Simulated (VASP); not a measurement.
Calculation: PBE GGA, VASP's PBE PAW potentials (set 64) (plane waves; VASP).

VASP input:

### INCAR
```
SYSTEM = ZnS
PREC = Accurate
ENCUT = 400
EDIFF = 1E-6
NELM = 100
ALGO = Normal
LREAL = .FALSE.
LASPH = .TRUE.
ISMEAR = 0
SIGMA = 0.05
GGA = PE
LMAXMIX = 4
LWAVE = .FALSE.
LCHARG = .FALSE.
IBRION = 2
ISIF = 3
NSW = 60
EDIFFG = -0.02
```

### POSCAR
```
ZnS
1
    1.9224926603    -3.3298549215     0.0000000000
    1.9224926603     3.3298549215     0.0000000000
    0.0000000000     0.0000000000     6.2991473197
Zn S
2 2
Direct
  0.6666670000   0.3333330000   0.5001177716
  0.3333330000   0.6666670000   0.0001177716
  0.6666670000   0.3333330000   0.8748822284
  0.3333330000   0.6666670000   0.3748822284
```

### KPOINTS
```
kpoints
0
Gamma
 6 6 3
```

POTCAR, in this order: Zn S (PBE.64 set). Program: vasp_std.

The run wrote:

File OSZICAR:
```
       N       E                     dE             d eps       ncg     rms          rms(c)
DAV:   1     0.210334168892E+03    0.21033E+03   -0.15169E+04   616   0.163E+03
DAV:   2     0.347177077036E+01   -0.20686E+03   -0.20258E+03   682   0.338E+02
DAV:   3    -0.141764183100E+02   -0.17648E+02   -0.17583E+02   730   0.106E+02
DAV:   4    -0.145353430678E+02   -0.35892E+00   -0.35864E+00   736   0.158E+01
DAV:   5    -0.145426926458E+02   -0.73496E-02   -0.73492E-02   730   0.214E+00    0.964E+00
DAV:   6    -0.136686125560E+02    0.87408E+00   -0.20179E+00   970   0.428E+01    0.753E+00
DAV:   7    -0.137026447526E+02   -0.34032E-01   -0.19604E+00   676   0.798E+00    0.329E+00
DAV:   8    -0.136846878714E+02    0.17957E-01   -0.12706E-01   844   0.478E+00    0.111E+00
DAV:   9    -0.136854976406E+02   -0.80977E-03   -0.19720E-02   844   0.264E+00    0.281E-01
DAV:  10    -0.136856661705E+02   -0.16853E-03   -0.15053E-03   718   0.414E-01    0.180E-01
DAV:  11    -0.136859042748E+02   -0.23810E-03   -0.28789E-04   736   0.115E-01    0.709E-02
DAV:  12    -0.136859167562E+02   -0.12481E-04   -0.28780E-05   844   0.749E-02    0.156E-02
DAV:  13    -0.136859187738E+02   -0.20176E-05   -0.37705E-06   644   0.195E-02    0.916E-03
DAV:  14    -0.136859193313E+02   -0.55747E-06   -0.13917E-06   584   0.140E-02
   1 F= -.13685919E+02 E0= -.13685919E+02  d E =-.136859E+02
```

**OUTCAR**
```
------------------------ aborting loop because EDIFF is reached ----------------------------------------
  FORCE on cell =-STRESS in cart. coord.  units (eV):
  Direction    XX          YY          ZZ          XY          YZ          ZX
  --------------------------------------------------------------------------------------
  Total       -0.0115538     -0.0115538      0.0178967      0.0000000      0.0000000      0.0000000
  in kB       -0.2295266     -0.2295266      0.3555352      0.0000000      0.0000000      0.0000000
  external PRESSURE =      -0.0345060 kB  Pullay stress =       0.0000000 kB
  volume of cell :       80.65
      direct lattice vectors                 reciprocal lattice vectors
     1.922492660 -3.329854921  0.000000000     0.260079016 -0.150156692  0.000000000
     1.922492660  3.329854921  0.000000000     0.260079016  0.150156692  0.000000000
     0.000000000  0.000000000  6.299147320     0.000000000  0.000000000  0.158751645
  FREE ENERGIE OF THE ION-ELECTRON SYSTEM (eV)
  ---------------------------------------------------
  free  energy   TOTEN  =       -13.6859193313 eV

  energy  without entropy=      -13.6859193313  energy(sigma->0) =      -13.68591933

 reached required accuracy - stopping structural energy minimisation
```
(Selected blocks of OUTCAR.)

The compound is ZnS in the wurtzite structure, the high-temperature form. It was relaxed first. The start is the result of an earlier pass.
